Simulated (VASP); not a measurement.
# G0W0 gap of ZnSe (Stilleite) against strain

How does the quasiparticle gap of ZnSe (Stilleite) follow strain, and does the starting functional get the slope right? The cell is of the zinc-blende type, one of the forms listed for this formula, which need not be the common one. The start is a cell from a database of measured crystal structures.

Main program and level: VASP 6.6.1; PBE; plane waves and PAW (Se_GW, Zn_GW), in the first sound run; inputs show where later runs differ.

**1. Set-up**

The structure is cubic, space group F-43m (No. 216). Conventional cell: a = 5.668 Å, b = 5.668 Å, c = 5.668 Å, α = 90.00°, β = 90.00°, γ = 90.00°. Nearest to Se lie 4 Zn at 2.45 Å. Zn has 4 Se at 2.45 Å nearest. Farther neighbours and most contacts between anions are not listed.

Structure file:

```xyz
2
Lattice="0.0000 2.8338 2.8338 2.8338 0.0000 2.8338 2.8338 2.8338 0.0000" Properties=species:S:1:pos:R:3 pbc="T T T"
Se    4.2507    4.2507    4.2507
Zn    0.0000    0.0000    0.0000
```

**2. Ground state**

The orbitals come from a self-consistent PBE run with a tight EDIFF and a narrow smearing. KPOINTS_OPT adds the bands along a path, which shows whether the mesh holds the band edges.

The input, INCAR:

```
SYSTEM = ZnSe
PREC = Accurate
ENCUT = 350
EDIFF = 1E-08
NELM = 100
ISMEAR = 0
SIGMA = 0.01
LREAL = .FALSE.
ALGO = Normal
GGA = PE
NBANDS = 15
LORBIT = 11
LWAVE = .TRUE.
LCHARG = .FALSE.
KPAR = 8
```

The input, POSCAR:

```
ZnSe
1.0
    0.0000000000      2.8338000000      2.8338000000
    2.8338000000      0.0000000000      2.8338000000
    2.8338000000      2.8338000000      0.0000000000
Se Zn
1 1
Direct
    0.7500000000      0.7500000000      0.7500000000
    0.0000000000      0.0000000000      0.0000000000
```

The input, KPOINTS:

```
Automatic mesh
0
Gamma
6 6 6
0 0 0
```

The input, KPOINTS_OPT:

```
Line mode
12
Line-mode
Reciprocal
  0.00000000   0.00000000   0.00000000 GAMMA
  0.50000000   0.00000000   0.50000000 X

  0.50000000   0.00000000   0.50000000 X
  0.50000000   0.25000000   0.75000000 W

  0.50000000   0.25000000   0.75000000 W
  0.37500000   0.37500000   0.75000000 K

  0.37500000   0.37500000   0.75000000 K
  0.00000000   0.00000000   0.00000000 GAMMA

  0.00000000   0.00000000   0.00000000 GAMMA
  0.50000000   0.50000000   0.50000000 L

  0.50000000   0.50000000   0.50000000 L
  0.62500000   0.25000000   0.62500000 U

  0.62500000   0.25000000   0.62500000 U
  0.50000000   0.25000000   0.75000000 W

  0.50000000   0.25000000   0.75000000 W
  0.50000000   0.50000000   0.50000000 L

  0.50000000   0.50000000   0.50000000 L
  0.37500000   0.37500000   0.75000000 K

  0.62500000   0.25000000   0.62500000 U
  0.50000000   0.00000000   0.50000000 X
```

The projector-augmented-wave data sets are Se_GW and Zn_GW (PBE family, release 64).

Started as:

```bash
mpirun -np 8 vasp_std
```

The program printed:

```text
[banner, memory and clock lines left out]
running    8 mpi-ranks, on    1 nodes
 distrk:  each k-point on    1 cores,    8 groups
 distr:  one band on    1 cores,    1 groups

 POSCAR found type information on POSCAR SeZn
 POSCAR found :  2 types and       2 ions
|                                                                             |
|           W    W    AA    RRRRR   N    N  II  N    N   GGGG   !!!           |
|           W    W   A  A   R    R  NN   N  II  NN   N  G    G  !!!           |
|           W    W  A    A  R    R  N N  N  II  N N  N  G       !!!           |
|           W WW W  AAAAAA  RRRRR   N  N N  II  N  N N  G  GGG   !            |
|           WW  WW  A    A  R   R   N   NN  II  N   NN  G    G                |
|           W    W  A    A  R    R  N    N  II  N    N   GGGG   !!!           |
|                                                                             |
|     For optimal performance we recommend to set                             |
|       NCORE = 2 up to number-of-cores-per-socket                            |
|     NCORE specifies how many cores store one orbital (NPAR=cpu/NCORE).      |
|     This setting can greatly improve the performance of VASP for DFT.       |
|     The default, NCORE=1 might be grossly inefficient on modern             |
|     multi-core architectures or massively parallel machines. Do your        |
|     Unfortunately you need to use the default for GW and RPA                |
|     calculations (for HF NCORE is supported but not extensively tested      |
|     yet).                                                                   |
|                                                                             |

 LDA part: xc-table for (Slater+PW92), standard interpolation
 POSCAR, INCAR and KPOINTS ok, starting setup
 FFT: planning ... GRIDC
 FFT: planning ... GRID_SOFT
 FFT: planning ... GRID
 WAVECAR not read
 entering main loop
       N       E                     dE             d eps       ncg     rms          rms(c)
DAV:   1     0.104981503117E+03    0.10498E+03   -0.69292E+03   501   0.152E+03
DAV:   2     0.123018523687E+00   -0.10486E+03   -0.97704E+02   529   0.274E+02
DAV:   3    -0.621335829866E+01   -0.63364E+01   -0.62981E+01   760   0.656E+01
DAV:   4    -0.631168397132E+01   -0.98326E-01   -0.98306E-01   559   0.682E+00
DAV:   5    -0.631358983919E+01   -0.19059E-02   -0.19058E-02   760   0.121E+00    0.251E+00
DAV:   6    -0.604404896277E+01    0.26954E+00   -0.68872E-01   733   0.501E+01    0.125E+00
DAV:   7    -0.601848827042E+01    0.25561E-01   -0.19305E-01   682   0.107E+01    0.579E-01
DAV:   8    -0.601660016449E+01    0.18881E-02   -0.88780E-03   769   0.352E+00    0.271E-01
DAV:   9    -0.601691882759E+01   -0.31866E-03   -0.23146E-03   741   0.491E-01    0.254E-02
DAV:  10    -0.601698379388E+01   -0.64966E-04   -0.99203E-05   732   0.207E-01    0.109E-02
DAV:  11    -0.601700176004E+01   -0.17966E-04   -0.29595E-05   543   0.673E-02    0.215E-03
DAV:  12    -0.601700259197E+01   -0.83193E-06   -0.94253E-07   652   0.111E-02    0.903E-04
DAV:  13    -0.601700288408E+01   -0.29212E-06   -0.21200E-07   571   0.303E-03    0.245E-04
DAV:  14    -0.601700288545E+01   -0.13652E-08   -0.96420E-09   493   0.231E-03
   1 F= -.60170029E+01 E0= -.60170029E+01  d E =-.105492E-71
 Start KPOINTS_OPT (optional k-point list driver)
k-point batch [1-16\120]
       N       E                     dE             ncg
DAV:   1     0.959260318494E+03   -0.43936E+04      488
DAV:   2    -0.743163884098E+03   -0.17024E+04      564
DAV:   3    -0.841926870323E+03   -0.98763E+02      706
DAV:   4    -0.843910646510E+03   -0.19838E+01      624
DAV:   5    -0.843973869713E+03   -0.63223E-01      737
DAV:   6    -0.843974357007E+03   -0.48729E-03      652
DAV:   7    -0.843974366145E+03   -0.91380E-05      744
DAV:   8    -0.843974366221E+03   -0.75921E-07      645
DAV:   9    -0.843974366222E+03   -0.15409E-08      527
[...]
k-point batch [113-120\120]
       N       E                     dE             ncg
DAV:   1     0.481752864563E+04   -0.41169E+04      240
DAV:   2     0.394767158612E+04   -0.86986E+03      268
DAV:   3     0.389427981925E+04   -0.53392E+02      387
DAV:   4     0.389357084861E+04   -0.70897E+00      290
DAV:   5     0.389354344634E+04   -0.27402E-01      402
DAV:   6     0.389354323256E+04   -0.21378E-03      290
DAV:   7     0.389354322496E+04   -0.75989E-05      380
DAV:   8     0.389354322490E+04   -0.64655E-07      318
DAV:   9     0.389354322489E+04   -0.31705E-08      276
 writing wavefunctions
```

Wall time 7 s (8 MPI ranks of AMD EPYC 7R43, shared host); peak memory 0.95 GiB; 51 s of CPU time.

The logs omit lines about the potential files and the build; timing stands in the text.

OUTCAR, selected parts (step 2):

```text
ion  position               nearest neighbor table
   1  0.750  0.750  0.750-   2 2.45   2 2.45   2 2.45   2 2.45
   2  0.000  0.000  0.000-   1 2.45   1 2.45   1 2.45   1 2.45

  LATTYP: Found a face centered cubic cell.
 ALAT       =     5.6676000000

 Subroutine GETGRP returns: Found 24 space group operations
 (whereof 24 operations were pure point group operations)

The static configuration has the point symmetry T_d .

 Found     16 irreducible k-points:

   k-points           NKPTS =     16   k-points in BZ     NKDIM =     16   number of bands    NBANDS=     15

   dimension x,y,z NGX =    24 NGY =   24 NGZ =   24
   dimension x,y,z NGXF=    48 NGYF=   48 NGZF=   48

   ENCUT  =  350.0 eV  25.72 Ry    5.07 a.u.   6.11  6.11  6.11*2*pi/ulx,y,z

   NELECT =      18.0000    total number of electrons

 k-points in reciprocal lattice and weights: Automatic mesh
   0.00000000  0.00000000  0.00000000       0.005
   0.16666667  0.00000000  0.00000000       0.037
   0.33333333  0.00000000  0.00000000       0.037
   0.50000000  0.00000000  0.00000000       0.019
   0.16666667  0.16666667  0.00000000       0.028
   0.33333333  0.16666667  0.00000000       0.111
   0.50000000  0.16666667  0.00000000       0.111
  -0.33333333  0.16666667  0.00000000       0.111
  -0.16666667  0.16666667  0.00000000       0.056
[...]
-0.33333333  0.33333333  0.16666667       0.111
  -0.33333333  0.50000000  0.16666667       0.056

 average (electrostatic) potential at core
       1 -54.9361       2 -65.3317

 E-fermi :   2.7736

 k-point     1 :       0.0000    0.0000    0.0000
  band No.  band energies     occupation
    ...
      5      -3.5234      2.00000
      6      -3.5234      2.00000
      7       2.6486      2.00000
      8       2.6486      2.00000
      9       2.6486      2.00000
     10       3.9253      0.00000
     11       8.4461      0.00000
     12       8.4461      0.00000
     13       8.4461      0.00000
     14      12.5718      0.00000
    ...

 k-point     2 :       0.1667    0.0000    0.0000
  band No.  band energies     occupation
    ...
      5      -3.5251      2.00000
      6      -3.5251      2.00000
      7       0.7414      2.00000
      8       2.3959      2.00000
      9       2.3959      2.00000
     10       5.1896      0.00000
     11       8.5157      0.00000
     12       8.8478      0.00000
     13       8.8479      0.00000
     14      13.1028      0.00000
    ...

 k-point     3 :       0.3333    0.0000    0.0000
  band No.  band energies     occupation
    ...
      5      -3.5167      2.00000
      6      -3.5167      2.00000
      7      -1.4092      2.00000
      8       1.9681      2.00000
      9       1.9681      2.00000
     10       5.3204      0.00000
     11       9.1198      0.00000
     12       9.1198      0.00000
     13      10.2109      0.00000
     14      13.0628      0.00000
    ...

  Total        0.5968508      0.5968508      0.5968508      0.0000000     -0.0000000      0.0000000
  in kB       21.0106146     21.0106146     21.0106146      0.0000000     -0.0000000      0.0000000
  external PRESSURE =      21.0106146 kB  Pullay stress =       0.0000000 kB

  energy-cutoff  :      350.00
  volume of cell :       45.51
      direct lattice vectors                 reciprocal lattice vectors
     0.000000000  2.833800000  2.833800000    -0.176441527  0.176441527  0.176441527
     2.833800000  0.000000000  2.833800000     0.176441527 -0.176441527  0.176441527
     2.833800000  2.833800000  0.000000000     0.176441527  0.176441527 -0.176441527

 POSITION                                       TOTAL-FORCE (eV/Angst)
 -----------------------------------------------------------------------------------
      4.25070      4.25070      4.25070        -0.000000     -0.000000     -0.000000
      0.00000      0.00000      0.00000         0.000000      0.000000      0.000000
 -----------------------------------------------------------------------------------
    total drift:                                0.000001      0.000001     -0.000000

  FREE ENERGIE OF THE ION-ELECTRON SYSTEM (eV)
  ---------------------------------------------------
  free  energy   TOTEN  =        -6.0170028854 eV

  energy  without entropy=       -6.0170028854  energy(sigma->0) =       -6.01700289

 total charge
# of ion       s       p       d       tot
------------------------------------------
    1        1.423   2.387   0.030   3.840
    2        0.513   0.436   9.761  10.711
--------------------------------------------------
tot          1.936   2.823   9.791  14.550

[... 3 further parts left out ...]
```

Numbers from this step:

```
free energy (TOTEN)               : -6.017 eV
Fermi energy                      : 2.774 eV
pressure                          : 2.101 GPa
least gap on mesh and path        : 1.277 eV
least direct gap on mesh and path : 1.277 eV
```

The highest empty bands on the path are converged less tightly, to about 0.1 eV. Electronic bands along the path, in eV, zero at the valence-band top; v1 is the highest filled band, c1 the lowest empty one:

```
          point     v4     v3     v2     v1    c1    c2     c3     c4
              Γ  -6.17   0.00   0.00   0.00  1.28  5.80   5.80   5.80
0.45 of the way  -6.15  -2.61  -1.10  -1.10  3.86  4.15   7.70   7.70
              X  -5.99  -4.75  -2.19  -2.19  2.98  3.46  10.72  11.24
0.55 of the way  -5.92  -4.72  -2.53  -2.47  4.02  4.42   8.94   9.10
              W  -5.87  -4.68  -2.76  -2.66  5.48  5.55   6.95   7.70
0.45 of the way  -5.89  -4.70  -2.97  -2.23  4.44  5.62   7.72   8.33
              K  -5.91  -4.72  -3.09  -1.79  3.58  5.59   9.04   9.26
0.45 of the way  -6.14  -3.59  -1.97  -0.60  3.92  6.15   6.55   6.83
              Γ  -6.17   0.00   0.00   0.00  1.28  5.80   5.80   5.80
0.45 of the way  -6.17  -2.75  -0.42  -0.42  2.72  6.32   6.38   6.38
              L  -6.01  -5.23  -0.87  -0.87  2.54  6.38   6.38   8.57
0.45 of the way  -5.98  -5.00  -2.06  -1.19  3.68  5.81   7.23   8.43
              U  -5.91  -4.72  -3.09  -1.79  3.58  5.59   9.04   9.26
0.45 of the way  -5.89  -4.70  -3.01  -2.12  4.20  5.61   7.97   8.51
              W  -5.87  -4.68  -2.76  -2.66  5.48  5.55   6.95   7.70
0.45 of the way  -5.95  -4.85  -2.55  -1.57  4.39  5.52   7.37   8.84
              L  -6.01  -5.23  -0.87  -0.87  2.54  6.38   6.38   8.57
0.45 of the way  -5.98  -5.00  -2.06  -1.19  3.68  5.81   7.23   8.43
              K  -5.91  -4.72  -3.09  -1.79  3.58  5.59   9.04   9.26
      jump to U  -5.91  -4.72  -3.09  -1.79  3.58  5.59   9.04   9.26
0.45 of the way  -5.95  -4.74  -2.62  -2.06  3.28  4.17   9.85  10.38
              X  -5.99  -4.75  -2.19  -2.19  2.98  3.46  10.72  11.24
```

Of the projections kept (Se, Zn), the largest for each band there, as a share of the weight inside these atoms' spheres; weight between the spheres isn't counted:

```
point       v4       v3       v2       v1       c1       c2       c3       c4
    Γ  Zn 1.00  Se 0.79  Se 0.79  Se 0.79  Zn 0.54  Zn 0.73  Zn 0.73  Zn 0.73
    X  Zn 0.97  Zn 0.66  Se 0.74  Se 0.74  Zn 0.63  Zn 0.65  Se 0.80  Zn 0.52
    W  Zn 0.97  Zn 0.56  Se 0.65  Se 0.74  Se 0.71  Se 0.53  Zn 0.66  Zn 0.52
    K  Zn 0.97  Zn 0.57  Se 0.68  Se 0.74  Zn 0.64  Se 0.58  Se 0.66  Se 0.51
    Γ  Zn 1.00  Se 0.79  Se 0.79  Se 0.79  Zn 0.54  Zn 0.73  Zn 0.73  Zn 0.73
    L  Zn 0.98  Se 0.56  Se 0.76  Se 0.76  Zn 0.65  Zn 0.64  Zn 0.64  Se 0.78
```

The cell has a gap of 1.28 eV on mesh and path and a pressure of +2.1 GPa, which holds the misfit of the given cell and coordinates with this functional, and any error of cutoff, mesh and data sets. Spin-orbit coupling is left out, which can shift or reorder these edges.

**3. Empty bands**

ALGO = Exact makes the empty bands from the converged ground state in one step. LOPTICS writes the k-derivatives of the orbitals (WAVEDER), which give the long-wavelength limit of the screening.

The input, INCAR:

```
SYSTEM = ZnSe
PREC = Accurate
ENCUT = 350
ISMEAR = 0
SIGMA = 0.01
LREAL = .FALSE.
GGA = PE
NBANDS = 192
ALGO = Exact
NELM = 1
LWAVE = .TRUE.
LCHARG = .FALSE.
LOPTICS = .TRUE.
NEDOS = 1000
CSHIFT = 0.1
```

POSCAR is that of step 2.

KPOINTS is that of step 2.

Started as:

```bash
mpirun -np 8 vasp_std
```

The program printed:

```text
[banner, memory and clock lines left out]
running    8 mpi-ranks, on    1 nodes
 distrk:  each k-point on    8 cores,    1 groups
 distr:  one band on    1 cores,    8 groups

 POSCAR found type information on POSCAR SeZn
 POSCAR found :  2 types and       2 ions
 [... a notice as in an earlier step ...]

 LDA part: xc-table for (Slater+PW92), standard interpolation
 found WAVECAR, reading the header
  number of bands has changed, file:    15 present:   192
  trying to continue reading WAVECAR, but it might fail
 POSCAR, INCAR and KPOINTS ok, starting setup
 FFT: planning ... GRIDC
 FFT: planning ... GRID_SOFT
 FFT: planning ... GRID
 reading WAVECAR
 random initialization beyond band           15
 the WAVECAR file was read successfully
 initial charge from wavefunction
 entering main loop
       N       E                     dE             d eps       ncg     rms          rms(c)
DIA:   1    -0.601700289713E+01   -0.60170E+01    0.00000E+00     0   0.000E+00
   1 F= -.60170029E+01 E0= -.60170029E+01  d E =-.182247-133
 writing wavefunctions
 optical routines
 imaginary and real dielectric function
 recalculating local potential from charge density
 direction            1
 direction            2
 direction            3
```

The job ended after 5.8 s (8 MPI ranks; peak memory 0.86 GiB; 41 s of CPU time).

From OUTCAR (step 3):

```text
The static configuration has the point symmetry T_d .

 Found     16 irreducible k-points:

   k-points           NKPTS =     16   k-points in BZ     NKDIM =     16   number of bands    NBANDS=    192

   NELECT =      18.0000    total number of electrons

 E-fermi :   2.8213

 k-point     1 :       0.0000    0.0000    0.0000
  band No.  band energies     occupation
    ...
      5      -3.5234      2.00000
      6      -3.5234      2.00000
      7       2.6485      2.00000
      8       2.6485      2.00000
      9       2.6485      2.00000
     10       3.9253      0.00000
     11       8.4461      0.00000
     12       8.4461      0.00000
     13       8.4461      0.00000
     14      12.5718      0.00000
    ...

 k-point     2 :       0.1667    0.0000    0.0000
  band No.  band energies     occupation
    ...
      5      -3.5251      2.00000
      6      -3.5251      2.00000
      7       0.7414      2.00000
      8       2.3958      2.00000
      9       2.3959      2.00000
     10       5.1895      0.00000
     11       8.5157      0.00000
     12       8.8478      0.00000
     13       8.8479      0.00000
     14      13.1028      0.00000
    ...

  Total        0.5955573      0.5955573      0.5955573      0.0000000      0.0000000     -0.0000000
  in kB       20.9650808     20.9650808     20.9650808      0.0000000      0.0000000     -0.0000000
  external PRESSURE =      20.9650808 kB  Pullay stress =       0.0000000 kB

  FREE ENERGIE OF THE ION-ELECTRON SYSTEM (eV)
  ---------------------------------------------------
  free  energy   TOTEN  =        -6.0170028971 eV

  energy  without entropy=       -6.0170028971  energy(sigma->0) =       -6.01700290

 plasma frequency squared (from intraband transitions) (eV^2)
  --------------------------------------------------------------------------------------
       0.000       0.000      -0.000
      -0.000       0.000      -0.000
       0.000       0.000       0.000

[... 9 parts as in an earlier step ...]

[... 4 further parts left out ...]
```

The gap is read on the k-mesh alone, so it is an upper bound where the band edges lie off the mesh, and a coarse mesh can show a gap where there is none.

This step gave:

```
gap on the k-mesh              : 1.277 eV
least direct gap on the k-mesh : 1.277 eV
```

WAVECAR now holds 192 bands for 18 electrons. Its independent-particle dielectric tensor has xx, yy, zz = 9.3, 9.3, 9.3 on this mesh. It isn't tested for convergence in mesh or bands and lacks local fields, and at a small direct gap a coarse mesh makes it too large, which overscreens the GW step.

[end of part 1 of 4]

[Lines on the potential files, build, host, timing and source positions are cut from VASP's logs without a mark.]

[Logs are printed without paths, hosts, clocks, repeated set-up lines and the standing remarks that a program may print on its own settings, such as how far it seeks lower states.]

[Hosts, paths, dates, database ids (printed as entryN), source tags and the programs' standing remarks are cut or masked in the printed files.]

[Pressures printed for these runs are not shown converged in the cutoff: they can be off by several GPa and have the wrong sign.]

[In band tables of VASP the shares of atoms and orbitals are scaled to a sum of 1 inside the atoms' spheres.]
